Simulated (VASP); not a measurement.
A convergence study with VASP on AlAs (zinc blende): one setting is varied, all else stays as given below, so the limit is that of these other settings. ε∞ is the independent-particle value.

```yaml
crystal:
  lattice:
    - [0.00000, 2.83000, 2.83000]
    - [2.83000, 0.00000, 2.83000]
    - [2.83000, 2.83000, 0.00000]
  atoms:
    - { symbol: Al, position: [0.00000, 0.00000, 0.00000] }
    - { symbol: As, position: [0.25000, 0.25000, 0.25000] }
```

All values below come from PBE GGA, VASP's PBE PAW potentials (set 64) (plane waves; VASP). The tightest run used: 550 eV cut-off, 7×7×7 Γ-centred mesh, Gaussian smearing of 0.050 eV, potentials Al As.

Problem. The settings run are NBANDS = 5; NBANDS = 6; NBANDS = 8; NBANDS = 12; NBANDS = 20; NBANDS = 36; NBANDS = 68; NBANDS = 132. From which on does the mean ε∞ stay within 0.3  of the tightest run?

Solution. From NBANDS = 8 on: it is off by 0.22 there and by no more than 0.3 in any finer run, while NBANDS = 6 is off by 1.15.
```
setting       mean ε∞  bands  difference judged ()
------------  -------  -----  --------------------
NBANDS = 5       8.09      5                  2.64
NBANDS = 6       9.57      6                  1.15
NBANDS = 8      10.51      8                  0.22
NBANDS = 12     10.69     12                  0.03
NBANDS = 20     10.72     20                  0.00
NBANDS = 36     10.72     36                  0.00
NBANDS = 68     10.73     68                  0.00
NBANDS = 132    10.72    132                  0.00
```

Left out are rungs that failed or repeat a setting and relaxations that didn't move; long series are thinned to 24 rows.

The compound is AlAs in the zinc blende structure. The cell was not relaxed at this level.
